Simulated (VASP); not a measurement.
Energy against volume of PdIn (CsCl type). Level of theory: LDA (Ceperley-Alder, Perdew-Zunger), VASP's LDA PAW potentials (set 64) (plane waves; VASP). Numerical set-up: 520 eV cut-off, 11×11×11 Γ-centred mesh, first-order Methfessel-Paxton smearing of 0.10 eV, potentials In_d Pd.

| V (Å³/atom) | E (eV/atom) |
|---|---|
| 15.686 | -5.37046 |
| 16.186 | -5.39462 |
| 16.687 | -5.40151 |
| 17.187 | -5.39413 |

### Question
Fit these four points and predict the energy of the run at 17.688 Å³/atom.

### Answer
A cubic in V^(−2/3), the third-order Birch-Murnaghan form, passes through the four points with V0 = 16.66 Å³/atom and B0 = 153 GPa, and gives -5.3750 eV/atom there. The run gave -5.3754 eV/atom, -0.4 meV/atom from the fit; all five points give B0 = 152 GPa.

The compound is PdIn in the CsCl type structure. It was relaxed first.
